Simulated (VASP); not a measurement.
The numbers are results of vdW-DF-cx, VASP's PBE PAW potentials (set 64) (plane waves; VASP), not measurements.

Input for VASP

**INCAR**
```
AGGAC = 0.0
ALGO = Normal
EDIFF = 1E-6
EDIFFG = -0.01
ENCUT = 520
GGA = CX
IBRION = 2
ISIF = 3
ISMEAR = 0
LASPH = T
LCHARG = F
LMAXMIX = 4
LREAL = F
LUSE_VDW = T
LWAVE = F
NELM = 100
NSW = 60
PREC = Accurate
SIGMA = 0.05
SYSTEM = CsCl
```

POSCAR:
```
CsCl
1
    4.1200000000     0.0000000000     0.0000000000
    0.0000000000     4.1200000000     0.0000000000
    0.0000000000     0.0000000000     4.1200000000
Cs Cl
1 1
Direct
  0.0000000000   0.0000000000   0.0000000000
  0.5000000000   0.5000000000   0.5000000000
```

File KPOINTS:
```
Automatic mesh
0
Gamma
6 6 6
0 0 0
```

POTCAR, in this order: Cs_sv Cl (PBE.64 set). Program: vasp_std.

Energy and stress use the plane-wave basis of the starting cell. Unless said otherwise, spin-orbit coupling is left out, though it shifts the bands of the heavy elements here.

Task: Predict the energy per atom (σ→0), volume per atom, band gap (on the k-mesh).

Result: 
energy per atom (σ→0): -1097 meV/atom
band gap (on the k-mesh): 5.36 eV
volume per atom: 34.06 Å³/atom

OSZICAR:
```
...
DAV:   1    -0.220727429406E+01   -0.12943E-01   -0.23647E-01   480   0.335E+00    0.590E-01
DAV:   2    -0.219696677116E+01    0.10308E-01   -0.17874E-02   496   0.818E-01    0.200E-01
DAV:   3    -0.219505738556E+01    0.19094E-02   -0.51930E-03   480   0.446E-01    0.107E-01
DAV:   4    -0.219495539656E+01    0.10199E-03   -0.37918E-04   520   0.129E-01    0.270E-02
DAV:   5    -0.219495672396E+01   -0.13274E-05   -0.25205E-05   544   0.353E-02    0.148E-02
DAV:   6    -0.219495803650E+01   -0.13125E-05   -0.16561E-06   348   0.107E-02    0.417E-03
DAV:   7    -0.219495812308E+01   -0.86579E-07   -0.65863E-07   264   0.556E-03
   3 F= -.21949581E+01 E0= -.21949581E+01  d E =-.295708E-02
```

The compound is CsCl in the CsCl type structure. This run relaxes it. Symmetry was kept, so distortions that lower it aren't found.
